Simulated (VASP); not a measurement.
YTiF5, 7 atoms in the cell. The structure is orthorhombic, space group Immm (No. 71). The conventional cell has a = 4.191 Å, b = 6.956 Å, c = 8.431 Å, α = 90.00°, β = 90.00°, γ = 90.00°. Around Y (site symmetry mmm) lie 6 F at 2.10 to 2.22 Å. Around Ti (site symmetry mmm) lie 2 F at 2.02 Å. F (site symmetry mmm) has 2 Y at 2.10 Å as nearest neighbours. F (site symmetry mm2) has 1 Ti at 2.02 Å and 1 Y at 2.20 Å as nearest neighbours. F (site symmetry m2m) is surrounded by 1 Y at 2.22 Å and 2 Ti at 2.44 Å and 1 F at 2.52 Å. The cell comes from a database or a generator and needn't be the stable form of this composition.

* Program: VASP 6.6.1
* Task: single point
* Functional: PBE
* Potentials or basis: VASP PAW PBE potentials, release 64 (Y_sv, Ti_sv, F)
* Cutoff: 520 eV
* k mesh: 8 × 8 × 8
* Occupations: fermi-dirac, width 0.05 eV
* Spin: no spin polarisation
* Further INCAR settings: ALGO = Normal; EDIFF = 1e-07; NBANDS = 38

Potentials or basis: VASP PAW PBE potentials, release 64 (Y_sv, Ti_sv, F).

Launch:

```console
$ cat potpaw_PBE.64/Y_sv/POTCAR potpaw_PBE.64/Ti_sv/POTCAR potpaw_PBE.64/F/POTCAR > POTCAR
$ mpirun -np 1 vasp_std > vasp.out
```

Hardware: 1 thread of AMD EPYC 9R45 96-Core Processor (Zen 5), on a shared host.

**Question.** Estimate the wall time of this run.

**Answer.** Run time: 8.7 min on 1 thread of AMD EPYC 9R45 96-Core Processor (Zen 5), with other jobs on the host, peak memory 0.6 GiB. Counts: scf iterations 18, k points 95.
